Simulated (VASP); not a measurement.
Write the native input for VASP 6.6.1 that does the following.

```
Task                    : density of states
Functional              : PBE
Potentials or basis     : VASP PAW PBE potentials, release 64 (Be, Br)
Cutoff                  : 520 eV
k mesh                  : 10 × 10 × 10
Occupations             : fermi-dirac, width 0.1 eV
Spin                    : no spin polarisation
Dipole correction       : no
k mesh for the DOS      : 15 × 15 × 15
Occupations for the DOS : tetrahedron
Further INCAR settings  : ALGO = Normal; EDIFF = 1e-06; NBANDS = 12
```

Crystal: BeBr.

```
CELL_PARAMETERS angstrom
3.48842 0.00000 0.00000
0.00000 3.48842 0.00000
0.00000 0.00000 3.48842
ATOMIC_POSITIONS crystal
Be 0.00000 0.00000 0.00000
Br 0.50000 0.50000 0.50000
```

The cell was built by a generator and needn't be a form met in nature.

One way to write it, as run:

POSCAR

```
BeBr
1.0
    3.4884240000      0.0000000000      0.0000000000
    0.0000000000      3.4884240000      0.0000000000
    0.0000000000      0.0000000000      3.4884240000
Be Br
1 1
Direct
    0.0000000000      0.0000000000      0.0000000000
    0.5000000000      0.5000000000      0.5000000000
```

INCAR.step1

```
SYSTEM = BeBr
PREC     = Accurate       ! precision mode
ENCUT    = 520            ! plane-wave cutoff, eV
EDIFF    = 1E-6           ! SCF threshold, eV
ISMEAR   = -1             ! smearing method
SIGMA    = 0.1            ! smearing width, eV
LREAL    = .False.        ! projectors in reciprocal space
LASPH    = .True.         ! aspherical terms in the spheres
NELM     = 80             ! most SCF steps
ALGO     = Normal         ! electronic algorithm
ISIF     = 2              ! what is computed and relaxed
LWAVE    = .False.        ! write WAVECAR
LCHARG   = .True.         ! write CHGCAR
GGA      = PE             ! functional
NBANDS   = 12             ! bands
```

KPOINTS.step1

```
regular mesh
0
Gamma
  10 10 10
  0 0 0
```

INCAR.step2

```
SYSTEM = BeBr
PREC     = Accurate       ! precision mode
ENCUT    = 520            ! plane-wave cutoff, eV
EDIFF    = 1E-6           ! SCF threshold, eV
ISMEAR   = -5             ! smearing method
SIGMA    = 0.1            ! smearing width, eV
LREAL    = .False.        ! projectors in reciprocal space
LASPH    = .True.         ! aspherical terms in the spheres
NELM     = 80             ! most SCF steps
ALGO     = Normal         ! electronic algorithm
ISIF     = 2              ! what is computed and relaxed
LWAVE    = .False.        ! write WAVECAR
LCHARG   = .False.        ! write CHGCAR
GGA      = PE             ! functional
LORBIT   = 11             ! projections on sites
NBANDS   = 12             ! bands
NEDOS    = 2001           ! points of the DOS
ICHARG   = 11             ! starting density
```

KPOINTS.step2

```
regular mesh
0
Gamma
  15 15 15
  0 0 0
```

Potentials or basis: VASP PAW PBE potentials, release 64 (Be, Br).

The run is started by

```console
$ cat potpaw_PBE.64/Be/POTCAR potpaw_PBE.64/Br/POTCAR > POTCAR
$ cp INCAR.step1 INCAR
$ cp KPOINTS.step1 KPOINTS
$ mpirun -np 1 vasp_std > vasp.out
$ cp INCAR.step2 INCAR
$ cp KPOINTS.step2 KPOINTS
$ mpirun -np 1 vasp_std > vasp.out
```

It gave:

* Valence electrons inside the program's atomic spheres: Be 0.59; Br 4.78

Caveat: an odd number of electrons without spin polarisation forces a metal; a magnetic or distorted state may lie lower.

Wall time 25 s on 1 thread of Intel(R) Xeon(R) 6975P-C (Granite Rapids) (shared host), peak memory 0.19 GiB.
